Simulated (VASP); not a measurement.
# HfSiF (P4/nmm) in VASP: relaxation of cell and atoms with PBE

Aim: the relaxation of cell and atoms of HfSiF with PBE.

Everything below comes from runs of VASP 6.6.1. Logs are shortened: lines on timing, memory, paths and dates and some standing lists are left out, and cuts for length are marked.

### 1 The cell of the first run

The structure is tetragonal, space group P4/nmm (No. 129). The conventional cell has a = 3.385 Å, b = 3.385 Å, c = 7.462 Å, α = 90.00°, β = 90.00°, γ = 90.00°. Hf (site symmetry 4mm) is surrounded by 4 F at 2.36 Å. Around Si (site symmetry 4mm) lie 4 Si at 2.70 Å and 5 Hf at 2.72 to 2.81 Å. F (site symmetry -4m2) is surrounded by 4 Hf at 2.36 Å and 4 F at 2.39 Å.

The cell was built by a generator and needn't be a form met in nature.

### 2 Relaxation of cell and atoms, PBE (species swapped into the LuIO type (P4/nmm, No. 129))

INCAR reads:

```
ALGO     = Normal         # electronic algorithm
EDIFF    = 1E-7           # SCF threshold, eV
EDIFFG   = -0.04          # ionic threshold
ENCUT    = 600            # plane-wave cutoff, eV
GGA      = PE             # functional
IBRION   = 2              # ionic algorithm
ISIF     = 3              # what is computed and relaxed
ISMEAR   = 0              # smearing method
LASPH    = T              # aspherical terms in the spheres
LCHARG   = F              # write CHGCAR
LREAL    = F              # projectors in reciprocal space
LWAVE    = F              # write WAVECAR
NELM     = 100            # most SCF steps
NSW      = 90             # ionic steps
PREC     = Accurate       # precision mode
SIGMA    = 0.1            # smearing width, eV
```

KPOINTS reads:

```
k-points
0
Gamma
  6 6 4
```

POSCAR reads:

```
HfSiF
1.0
    3.3845564415      0.0000000000      0.0000000000
    0.0000000000      3.3845564415      0.0000000000
    0.0000000000      0.0000000000      7.4616162093
Hf Si F
2 2 2
Direct
    0.0000000000      0.5000000000      0.2805030342
    0.5000000000      0.0000000000      0.7194969658
    0.5000000000      0.0000000000      0.0843697364
    0.0000000000      0.5000000000      0.9156302636
    0.0000000000      0.0000000000      0.5000000000
    0.5000000000      0.5000000000      0.5000000000
```

Potentials or basis: VASP PAW PBE potentials, release 64 (Hf_pv, Si, F).

Command:

```
cat potpaw_PBE.64/Hf_pv/POTCAR potpaw_PBE.64/Si/POTCAR potpaw_PBE.64/F/POTCAR > POTCAR
mpirun -np 1 vasp_std > vasp.out
```

OUTCAR:

```text
EDIFF = 1E-7
   EDIFFG = -0.04
   ENCUT = 600
   GGA = PE
   IBRION = 2
   ISIF = 3
   ISMEAR = 0
   LASPH = T
   LREAL = F
   NELM = 100
   NSW = 90
   PREC = Accurate

 ion  position               nearest neighbor table
   1  0.000  0.500  0.281-   5 2.36   6 2.36   5 2.36   6 2.36   4 2.72   3 2.81   3 2.81   3 2.81
                             3 2.81
   2  0.500  0.000  0.719-   5 2.36   6 2.36   6 2.36   5 2.36   3 2.72   4 2.81   4 2.81   4 2.81
                             4 2.81
   3  0.500  0.000  0.084-   4 2.70   4 2.70   4 2.70   4 2.70   2 2.72   1 2.81   1 2.81   1 2.81
                             1 2.81
   4  0.000  0.500  0.916-   3 2.70   3 2.70   3 2.70   3 2.70   1 2.72   2 2.81   2 2.81   2 2.81
                             2 2.81
   5  0.000  0.000  0.500-   1 2.36   2 2.36   1 2.36   2 2.36
   6  0.500  0.500  0.500-   1 2.36   2 2.36   2 2.36   1 2.36

  LATTYP: Found a simple tetragonal cell.
 ALAT       =     3.3845564415
 C/A-ratio  =     2.2046068187

  Lattice vectors:

 A1 = (   3.3845564415,   0.0000000000,   0.0000000000)
 A2 = (   0.0000000000,   3.3845564415,   0.0000000000)
 A3 = (   0.0000000000,   0.0000000000,   7.4616162093)

Analysis of symmetry for initial positions (statically):
=====================================================================
 Subroutine PRICEL returns:
 Original cell was already a primitive cell.

 Routine SETGRP: Setting up the symmetry group for a
 simple tetragonal supercell.

 Subroutine GETGRP returns: Found 16 space group operations
 (whereof  8 operations were pure point group operations)
 out of a pool of 16 trial point group operations.

The static configuration has the point symmetry D_2d.
 The point group associated with its full space group is D_4h.

Analysis of symmetry for dynamics (positions and initial velocities):
=====================================================================
 Subroutine PRICEL returns:
 Original cell was already a primitive cell.

 Routine SETGRP: Setting up the symmetry group for a
 simple tetragonal supercell.

 Subroutine GETGRP returns: Found 16 space group operations
 (whereof  8 operations were pure point group operations)
 out of a pool of 16 trial point group operations.

The dynamic configuration has the point symmetry D_2d.
 The point group associated with its full space group is D_4h.

 Subroutine INISYM returns: Found 16 space group operations
 (whereof  8 operations are pure point group operations),
 and found     1 'primitive' translations

----------------------------------------------------------------------------------------

                                     Primitive cell

  volume of cell :      85.4745

  direct lattice vectors                    reciprocal lattice vectors
     3.384556442  0.000000000  0.000000000     0.295459691  0.000000000  0.000000000
     0.000000000  3.384556442  0.000000000     0.000000000  0.295459691  0.000000000
     0.000000000  0.000000000  7.461616209     0.000000000  0.000000000  0.134019222

  length of vectors
     3.384556442  3.384556442  7.461616209     0.295459691  0.295459691  0.134019222

  position of ions in fractional coordinates (direct lattice)
     0.000000000  0.500000000  0.280503034
     0.500000000  0.000000000  0.719496966
     0.500000000  0.000000000  0.084369736
     0.000000000  0.500000000  0.915630264
     0.000000000  0.000000000  0.500000000
     0.500000000  0.500000000  0.500000000

  ion indices of the primitive-cell ions
   primitive index   ion index
                 1           1
                 2           2
                 3           3
                 4           4
                 5           5
                 6           6

----------------------------------------------------------------------------------------

 KPOINTS: k-points

Automatic generation of k-mesh.
 Grid dimensions read from file:
 generate k-points for:    6    6    4

 Generating k-lattice:

  Cartesian coordinates                     Fractional coordinates (reciprocal lattice)
     0.049243282  0.000000000  0.000000000     0.166666667  0.000000000  0.000000000
     0.000000000  0.049243282  0.000000000     0.000000000  0.166666667  0.000000000
     0.000000000  0.000000000  0.033504806     0.000000000  0.000000000  0.250000000

  Length of vectors
     0.049243282  0.049243282  0.033504806

  Shift w.r.t. Gamma in fractional coordinates (k-lattice)
     0.000000000  0.000000000  0.000000000

 Subroutine IBZKPT returns following result:
 ===========================================

 Found     30 irreducible k-points:

 Following reciprocal coordinates:
            Coordinates               Weight
  0.000000  0.000000  0.000000      1.000000
  0.166667  0.000000  0.000000      4.000000
  0.333333  0.000000  0.000000      4.000000
  0.500000  0.000000  0.000000      2.000000
  0.166667  0.166667  0.000000      4.000000
  0.333333  0.166667  0.000000      8.000000
[... 16 lines left out ...]
  0.333333  0.000000  0.500000      4.000000
  0.500000  0.000000  0.500000      2.000000
 [... further k-points ...]
   k-points           NKPTS =     30   k-points in BZ     NKDIM =     30   number of bands    NBANDS=     25
   number of dos      NEDOS =    301   number of ions     NIONS =      6
   total plane-waves  NPLWV =  47040
   dimension x,y,z NGX =    28 NGY =   28 NGZ =   60
   dimension x,y,z NGXF=    56 NGYF=   56 NGZF=  120
   ions per type =               2   2   2
   NGX,Y,Z   is equivalent  to a cutoff of  13.75, 13.75, 13.37 a.u.
   NGXF,Y,Z  is equivalent  to a cutoff of  27.51, 27.51, 26.74 a.u.
 SYSTEM =  unknown system
   PREC   = accura    normal or accurate (medium, high low for compatibility)
   ISTART =      0    job   : 0-new  1-cont  2-samecut
   ICHARG =      2    charge: 1-file 2-atom 10-const
   ISPIN  =      1    spin polarized calculation?
   LNONCOLLINEAR =      F non collinear calculations
   LSORBIT =      F    spin-orbit coupling
   LASPH  =      T    aspherical Exc in radial PAW
   ENCUT  =  600.0 eV  44.10 Ry    6.64 a.u.   6.76  6.76 14.90*2*pi/ulx,y,z
   NELM   =    100;   NELMIN=  2; NELMDL= -5     # of ELM steps
   EDIFF  = 0.1E-06   stopping-criterion for ELM
   LREAL  =      F    real-space projection
   EDIFFG = -.4E-01   stopping-criterion for IOM
   NSW    =     90    number of steps for IOM
   IBRION =      2    ionic relax: 0-MD 1-quasi-New 2-CG
   NFREE  =      1    steps in history (QN), initial steepest desc. (CG)
   ISIF   =      3    stress and relaxation
   ISYM   =      2    0-nonsym 1-usesym 2-fastsym
   POTIM  = 0.5000    time-step for ionic-motion
   TEBEG  =    0.0;   TEEND  =   0.0 temperature during run
   PSTRESS=    0.0 pullay stress
   NELECT =      42.0000    total number of electrons
   NUPDOWN=      -1.0000    fix difference up-down
   EMIN   =  10.00;   EMAX   =-10.00  energy-range for DOS
   EFERMI =   0.00;   METHOD = LEGACY
   ISMEAR =     0;   SIGMA  =   0.10  broadening in eV -4-tet -1-fermi 0-gaus
   EFERMI_NEDOS =   21; number of points for ismear=-14 and -15
   IALGO  =     38    algorithm
   IMIX   =      4    mixing-type and parameters
     AMIX     =   0.40;   BMIX     =  1.00
     AMIX_MAG =   1.60;   BMIX_MAG =  1.00
  volume/ion in A,a.u.               =      14.25        96.14
  Fermi-wavevector in a.u.,A,eV,Ry     =   1.291851  2.441245 22.706480  1.668879
  Thomas-Fermi vector in A             =   2.423595
   LORBIT       =      0    0 simple, 1 ext, 2 COOP (PROOUT), +10 PAW based schemes
   GGA     = PE    functional components
   LHFCALC =     F    Hartree Fock is set to
   AEXX    =    0.0000 exact exchange contribution
   IVDW    =     0    specifies the selected vdW correction
   LEPSILON=     F    determine dielectric tensor
   LRPA    =     F    only Hartree local field effects (RPA)
 conjugate gradient relaxation of ions
 non-spin polarized calculation
 Gauss-broadening in eV      SIGMA  =   0.10
  energy-cutoff  :      600.00
  volume of cell :       85.47
 maximum number of plane-waves:      2894
 NGX is ok and might be reduce to    28
   NGX = 13   NGY = 13   NGZ = 29

--------------------------------------- Ionic step        1  -------------------------------------------

 number of electron      41.9999985 magnetization

 Free energy of the ion-electron system (eV)
  ---------------------------------------------------
  ext. energy  EPLUGINS =         0.00000000
  ---------------------------------------------------
  free energy    TOTEN  =       -44.01373151 eV

  energy without entropy =      -43.99139636  energy(sigma->0) =      -44.00256394

------------------------ aborting loop because EDIFF is reached ----------------------------------------

  FORCE on cell =-STRESS in cart. coord.  units (eV):
  Direction    XX          YY          ZZ          XY          YZ          ZX
  --------------------------------------------------------------------------------------
  -------------------------------------------------------------------------------------
  Total       -0.5332270     -0.5332270     -0.7595575      0.0000000      0.0000000      0.0000000
  in kB       -9.9950802     -9.9950802    -14.2375359      0.0000000      0.0000000      0.0000000
  external PRESSURE =     -11.4092321 kB  Pullay stress =       0.0000000 kB
[... 105 lines left out ...]
  energy  without entropy=      -43.9950842341  energy(sigma->0) =      -44.00614767

--------------------------------------- Ionic step        4  -------------------------------------------

 number of electron      41.9999982 magnetization

 Free energy of the ion-electron system (eV)
  ---------------------------------------------------
  ext. energy  EPLUGINS =         0.00000000
  ---------------------------------------------------
  free energy    TOTEN  =       -44.01736450 eV

  energy without entropy =      -43.99546561  energy(sigma->0) =      -44.00641505

 E-fermi :   6.9314     XC(G=0): -11.4063

 val. band max:        6.9265922087   @ k =   0.3333   0.1667   0.0000
 cond. band min:       6.9446879474   @ k =   0.3333   0.1667   0.2500
 fundamental gap:      0.0180957387
 Fermi energy:         6.9314418538

 k-point     1 :       0.0000    0.0000    0.0000
  band No.  band energies     occupation
      1     -24.5247      2.00000
      2     -24.2447      2.00000
      3     -24.1103      2.00000
      4     -24.1103      2.00000
      5     -24.0958      2.00000
      6     -24.0958      2.00000
[... 661 lines left out ...]
     24       9.3037      0.00000
     25       9.7421      0.00000

 [... further k-points ...]
[... 5 lines left out ...]
  --------------------------------------------------------------------------------------
  -------------------------------------------------------------------------------------
  Total       -0.0342777     -0.0342777     -0.0073535      0.0000000      0.0000000      0.0000000
  in kB       -0.6477513     -0.6477513     -0.1389597      0.0000000      0.0000000      0.0000000
  external PRESSURE =      -0.4781541 kB  Pullay stress =       0.0000000 kB
[... 21 lines left out ...]
  FREE ENERGIE OF THE ION-ELECTRON SYSTEM (eV)
  ---------------------------------------------------
  free  energy   TOTEN  =       -44.0173644956 eV

  energy  without entropy=      -43.9954656128  energy(sigma->0) =      -44.00641505

 reached required accuracy - stopping structural energy minimisation
```

Run time: 3 min. Hardware: 1 thread of Intel Xeon Platinum 8259CL at 2.50GHz (Skylake/Cascade Lake), shared host; peak memory 0.26 GiB.

Results:

- Free energy: -44.0174 eV
- Relaxed volume: 14.13 Å³/atom
- Relaxed cell: a = 3.376 Å, b = 3.376 Å, c = 7.439 Å, α = 90.00°, β = 90.00°, γ = 90.00°
- Space group after relaxing (to 0.05 Å): P4/nmm (No. 129)
- Energy gained by relaxing: 0.6 meV/atom
- Ionic steps: 4
- Pressure after relaxing: 0.0 GPa
- Largest force after relaxing: 0.025 eV/Å
- Band gap on the k mesh: none (metal or under the smearing width)

Forces on the atoms (eV/Å):
```
Hf   0.000  0.000 -0.025
Hf   0.000  0.000  0.025
Si   0.000  0.000 -0.005
Si   0.000  0.000  0.005
F    0.000  0.000  0.000
F    0.000  0.000  0.000
```

The path:
| step | energy change (eV) | largest force (eV/Å) | pressure (GPa) | volume (Å³) |
| --- | --- | --- | --- | --- |
| 1 | 0.0000 | 0.1571 | -1.14 | 85.47 |
| 2 | -0.0019 | 0.0038 | 0.99 | 84.23 |
| 3 | -0.0035 | 0.0631 | 0.11 | 84.73 |
| 4 | -0.0036 | 0.0250 | -0.05 | 84.78 |

Final structure:
```cif
data_structure
_symmetry_space_group_name_H-M 'P 1'
_symmetry_Int_Tables_number 1
_cell_length_a 3.3759
_cell_length_b 3.3759
_cell_length_c 7.4395
_cell_angle_alpha 90.000
_cell_angle_beta 90.000
_cell_angle_gamma 90.000
_cell_volume 84.78
loop_
_atom_site_label
_atom_site_type_symbol
_atom_site_fract_x
_atom_site_fract_y
_atom_site_fract_z
_atom_site_occupancy
Hf1 Hf 0.00000 0.50000 0.28153 1
Hf2 Hf 0.50000 0.00000 0.71847 1
Si1 Si 0.50000 0.00000 0.08442 1
Si2 Si 0.00000 0.50000 0.91558 1
F1 F 0.00000 0.00000 0.50000 1
F2 F 0.50000 0.50000 0.50000 1
```

Levels at points of the mesh, in eV from the Fermi level:
| k point | band 19 | band 20 | band 21 | band 22 | band 23 | band 24 |
| --- | --- | --- | --- | --- | --- | --- |
| (0.00, 0.00, 0.00) | -0.74 | -0.74 | -0.43 | 0.74 | 2.18 | 2.18 |
| (0.50, 0.00, 0.00) | -0.69 | -0.69 | 0.23 | 0.23 | 2.59 | 2.59 |
| (0.50, 0.50, 0.00) | -2.42 | -2.42 | -0.86 | -0.86 | 3.98 | 3.98 |
| (0.00, 0.00, 0.50) | -0.80 | -0.45 | -0.22 | 0.13 | 2.39 | 2.48 |
| (0.50, 0.00, 0.50) | -0.52 | -0.52 | 0.38 | 0.38 | 2.37 | 2.37 |
| (0.50, 0.50, 0.50) | -2.03 | -2.03 | -0.92 | -0.92 | 3.65 | 3.65 |

The run has no spin-orbit coupling, so splittings on Hf are missing.
